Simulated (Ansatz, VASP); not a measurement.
# Cross-check of Al3ZnAs3Se between VASP and Ansatz, part 2 of 2

Aim: how closely do two programs agree when they are given the same cell, functional and k mesh? The cell is generated by rule, not measured, and may not be a known phase. The cell is taken from a series of runs on this material, whose earlier steps may have relaxed, scaled, displaced or heated it; both programs get it as it stands.

VASP 6.6.1 and Ansatz 0.2.0.

So far: The starting structure; VASP: relaxation of cell and atoms, PBE, pair 1; Ansatz: relaxation of cell and atoms, PBE, pair 1.

The structure was built from a prototype and need not be the compound's stable phase.

### Step 4. Differences

Known differences besides the potentials themselves: the data sets hold 82 valence electrons in Ansatz (on its default PAW (the set named soft_2) files) and 42 in VASP; the cutoff is 420 eV in Ansatz and 500 eV in VASP; Ansatz adds a Pulay correction to the stress that steers its cell, VASP none. Total energies have different zeros and are not compared.

Both answers:

```tsv
quantity	Ansatz	VASP	difference
volume (Å³)	188.89	189.33	-0.23 %
edge a after relaxation, in the typed setting (Å)	4.057	4.060	-0.07 %
edge b after relaxation, in the typed setting (Å)	4.069	4.072	-0.08 %
edge c after relaxation, in the typed setting (Å)	11.442	11.450	-0.08 %
```

### Step 5. Ansatz: relaxation of cell and atoms, PBE, pair 2

The relaxed volume is the usual yardstick between codes: in a stiff, nearly cubic crystal its relative difference is about their pressure difference at one cell divided by the bulk modulus.

The cell is taken from a series of runs on this material, whose earlier steps may have relaxed, scaled, displaced or heated it; both programs get it as it stands.

The input, input.yaml:

```yaml
crystal:
  lattice:
    - [2.8688116504, 2.8688116504, 0.0]
    - [-2.8773152868, 2.8773152868, 0.0]
    - [0.0, 0.0, 11.441629886]
  atoms:
    - { symbol: Al, position: [0.0, 0.0, 0.0044661593] }
    - { symbol: Al, position: [0.5, 0.5, 0.2529632644] }
    - { symbol: Al, position: [0.0, 0.0, 0.5023330562] }
    - { symbol: As, position: [0.5, 0.0, 0.1258098285] }
    - { symbol: As, position: [1.0, 0.5, 0.3753085351] }
    - { symbol: As, position: [0.5, 0.0, 0.6242862667] }
    - { symbol: Se, position: [1.0, 0.5, 0.8789921918] }
    - { symbol: Zn, position: [0.5, 0.5, 0.735840698] }
kpoints:
  mp_grid: { grid: [8, 8, 2] }
hamiltonian:
  xc: pbe
scf:
  occupations: { method: fixed }
output:
  forces: true
  stress: true
  eigenvalues: true
relax:
  adjacent_minimum: "off"
  f_tol: 0.001
  max_steps: 60
  cell: { stress_tol: 0.01 }
```

Run with:

```console
> ansatz run input.yaml --threads 4 --pin off --max-ram 14336MiB --backend cpu --events-out ev --progress --plain --runs-dir out
```

Numbers of over 12 decimals in the logs are rounded to 6 here.

What it wrote:

```text
[...]
Crystal: 8 atoms, lattice volume = 188.889 Å³
Basis set: ecut = 420 eV, 3695 PW (Γ), exchange–correlation on 60×60×160 points (8 copies of the dense FFT grid, shifted against one another)
Bands: 50, of which v1, the nominal top of the filled ones, is band 41 counted from 1 (40 counted from 0)
Symmetry: 4 space group operations
[...]
k-points: 50 of 128
[...]
- [0, 0, 11.454024]
  atoms:
    - { symbol: Al, position: [0, 0, 0.00443755] }
    - { symbol: Al, position: [0.500000, 0.500000, 0.252942] }
    - { symbol: Al, position: [0, 0, 0.502336] }
    - { symbol: As, position: [0.5, 0, 0.125796] }
    - { symbol: As, position: [1.000000, 0.500000, 0.375302] }
    - { symbol: As, position: [0.5, 0, 0.624333] }
    - { symbol: Se, position: [1.000000, 0.500000, 0.878977] }
    - { symbol: Zn, position: [0.500000, 0.500000, 0.735877] }
[key lines of the parts left out:]
SCF converged after 6 iterations
Free energy (F): -24973.153203 eV
Fermi energy:    6.443135 eV
P = ⅓ Tr σ = 0.0001 GPa (0.001 kbar)
```

### Step 6. VASP: relaxation of cell and atoms, PBE, pair 2

The same cell, functional and mesh now go to VASP, with its own data sets.

The input, INCAR:

```
SYSTEM = Al3ZnAs3Se
PREC = Accurate
ENCUT = 500
EDIFF = 1E-07
NELM = 120
ISMEAR = 0
SIGMA = 0.01
LREAL = .FALSE.
ALGO = Normal
GGA = PE
NBANDS = 29
LORBIT = 11
LWAVE = .FALSE.
LCHARG = .FALSE.
ISIF = 3
IBRION = 2
NSW = 80
EDIFFG = -0.005
LASPH = .TRUE.
GGA_COMPAT = .FALSE.
NELMIN = 4
EFERMI = MIDGAP
KPAR = 2
```

The input, POSCAR:

```
Al3ZnAs3Se
1.0
    2.8688120000      2.8688120000      0.0000000000
   -2.8773150000      2.8773150000      0.0000000000
    0.0000000000      0.0000000000     11.4416300000
Al As Se Zn
3 3 1 1
Direct
    0.9999998257      0.0000000000      0.0044661469
    0.4999998257      0.5000000000      0.2529632579
    0.9999998257      0.0000000000      0.5023330592
    0.4999998257      0.0000000000      0.1258097841
    0.9999998257      0.5000000000      0.3753085006
    0.4999998257      0.0000000000      0.6242862250
    0.9999998257      0.5000000000      0.8789921541
    0.4999998257      0.5000000000      0.7358406975
```

The input, KPOINTS:

```
Automatic mesh
0
Gamma
8 8 2
0 0 0
```

The projector-augmented-wave data sets are Al, As, Se and Zn (PBE family, release 64).

Run with:

```console
> mpirun -np 2 vasp_std
```

What it wrote:

```text
[... set-up lines as in an earlier step ...]
 entering main loop
       N       E                     dE             d eps       ncg     rms          rms(c)
DAV:   1     0.202665720490E+03    0.20267E+03   -0.16062E+04  2900   0.122E+03
DAV:   2    -0.136825059035E+02   -0.21635E+03   -0.20653E+03  3242   0.247E+02
DAV:   3    -0.346323360388E+02   -0.20950E+02   -0.20673E+02  3548   0.776E+01
DAV:   4    -0.351315259210E+02   -0.49919E+00   -0.49835E+00  3595   0.125E+01
[...]
DAV:  15    -0.339712375793E+02   -0.25058E-06   -0.63292E-07  3565   0.465E-03    0.133E-03
DAV:  16    -0.339712376828E+02   -0.10350E-06   -0.20803E-07  2831   0.261E-03    0.443E-04
DAV:  17    -0.339712377068E+02   -0.24003E-07   -0.13224E-08  1930   0.120E-03
   1 F= -.33971238E+02 E0= -.33971238E+02  d E =-.339712E+02
[...]
2 F= -.33971439E+02 E0= -.33971439E+02  d E =-.201774E-03
[...]
3 F= -.33971464E+02 E0= -.33971464E+02  d E =-.226310E-03
[...]
4 F= -.33971464E+02 E0= -.33971464E+02  d E =-.226208E-03
[...]
5 F= -.33971464E+02 E0= -.33971464E+02  d E =-.225953E-03
[...]
6 F= -.33971483E+02 E0= -.33971483E+02  d E =-.195692E-04
 trial-energy change:   -0.000020  1 .order   -0.000019   -0.000024   -0.000015
 step:   2.5147(harm=  2.5147)  dis= 0.00099  next Energy=   -33.971495 (dE=-0.312E-04)
 reached required accuracy - stopping structural energy minimisation
```

Parts of OUTCAR (step 6):

```text
  Total       -0.0210624     -0.0210624      0.0237919     -0.0034057      0.0000000      0.0000000
  in kB       -0.1782113     -0.1782113      0.2013063     -0.0288163      0.0000000      0.0000000
  external PRESSURE =      -0.0517054 kB  Pullay stress =       0.0000000 kB

 POSITION                                       TOTAL-FORCE (eV/Angst)
 -----------------------------------------------------------------------------------
     -0.00848      5.74929      0.05046        -0.000000      0.000000      0.000023
     -0.00424      2.87465      2.89807        -0.000000      0.000000     -0.001270
     -0.00848      5.74929      5.75524         0.000000     -0.000000     -0.000695
     -1.44369      4.31409      1.44154        -0.000000      0.000000     -0.001734
      1.43096      4.30985      4.30016         0.000000     -0.000000     -0.000455
      1.43520      1.43520      7.15264        -0.000000      0.000000     -0.000486
      1.43096      4.30985     10.07153         0.000000     -0.000000      0.004205
     -0.00424      2.87465      8.43118        -0.000000      0.000000      0.000412
 -----------------------------------------------------------------------------------
    total drift:                                0.000592      0.000592     -0.001298

  FREE ENERGIE OF THE ION-ELECTRON SYSTEM (eV)
  ---------------------------------------------------
  free  energy   TOTEN  =       -33.9714832287 eV

  energy  without entropy=      -33.9714832287  energy(sigma->0) =      -33.97148323

[... 1 part as in an earlier step ...]

[... 3 further parts left out ...]
[key lines of the parts left out:]
E-fermi :   3.8638
```

### Step 7. Comparison

What differs besides the data sets and the points named for the pairs above, as far as they apply: fixed occupations in Ansatz, narrow Gaussian smearing in VASP; the data sets hold 82 valence electrons in Ansatz (on its default PAW (the set named soft_2) files) and 42 in VASP. Total energies have different zeros and are not compared.

Both answers:

```tsv
quantity	Ansatz	VASP	difference
volume (Å³)	188.89	189.36	-0.25 %
edge a after relaxation, in the typed setting (Å)	4.055	4.059	-0.11 %
edge b after relaxation, in the typed setting (Å)	4.067	4.071	-0.11 %
edge c after relaxation, in the typed setting (Å)	11.454	11.457	-0.03 %
```

### Step 8. Results

| Quantity | Value |
| --- | --- |
| difference in volume (relaxation of cell and atoms, PBE, pair 1) | -0.23 % |
| difference in volume (relaxation of cell and atoms, PBE, pair 2) | -0.25 % |

What this shows: The difference in volume is -0.25 % (relaxation of cell and atoms, PBE, pair 2), within the 1.2 % picked in this series as the mark of a large difference, as far as the stopping tolerances let one tell. The data sets hold unlike numbers of valence electrons (82 in Ansatz and 42 in VASP), so part of the differences may come from the potentials. 1 further pair of this series is not shown here. How closely two codes agree says nothing of how well the functional describes the real material.

[Lines on the potential files, build, host, timing and source positions are cut from VASP's logs without a mark.]

[Logs are printed without paths, hosts, clocks, repeated set-up lines and the standing remarks that a program may print on its own settings, such as how far it seeks lower states.]

[Hosts, paths, dates, database ids (printed as entryN), source tags and the programs' standing remarks are cut or masked in the printed files.]
